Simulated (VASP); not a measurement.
Here is the system:

```xyz
1
Lattice="2.2508 0.0000 0.0000 0.0000 2.2508 0.0000 0.0000 0.0000 2.2508" Properties=species:S:1:pos:R:3 pbc="T T T"
Mn     0.0000     0.0000     0.0000
```
Starting moments (μB, in the order of the record's atoms Mn): 0.4.

Level of theory: PBEsol GGA, VASP's PBE PAW potentials (set 64) (plane waves; VASP). Numerical set-up: 400 eV cut-off, Gaussian smearing of 0.050 eV, potentials Mn_pv.

The moments were started parallel, and other spin orders were not tried in this run.

Problem. Give the spin-up energies of bands 4 to 9 at the high-symmetry points, in eV from the Fermi level.

Solution. 
```
band      Γ      X      M      R
----  -----  -----  -----  -----
4     -8.21  -3.73  -5.23  -3.60
5     -3.86  -3.10  -2.34  -3.60
6     -3.86  -1.07   0.24  -3.60
7      1.77  -0.17   0.24   3.21
8      1.77  -0.17   3.10   3.21
9      1.77   1.95   6.28  12.04
```

Problem. Give the spin-down energies of bands 4 to 9 at the high-symmetry points, in eV from the Fermi level.

Solution. 
| band | Γ | X | M | R |
|---|---|---|---|---|
| 4 | -8.21 | -3.73 | -5.23 | -3.60 |
| 5 | -3.86 | -3.10 | -2.34 | -3.60 |
| 6 | -3.86 | -1.07 | 0.24 | -3.60 |
| 7 | 1.77 | -0.17 | 0.24 | 3.21 |
| 8 | 1.77 | -0.17 | 3.10 | 3.21 |
| 9 | 1.77 | 1.95 | 6.28 | 12.04 |

It has no gap at this level: it comes out as a metal or semimetal.

The structure was generated: Mn was put into the simple-cubic type (Pm-3m), which need not be its known phase. It was relaxed first, which changed the volume by -11 %.
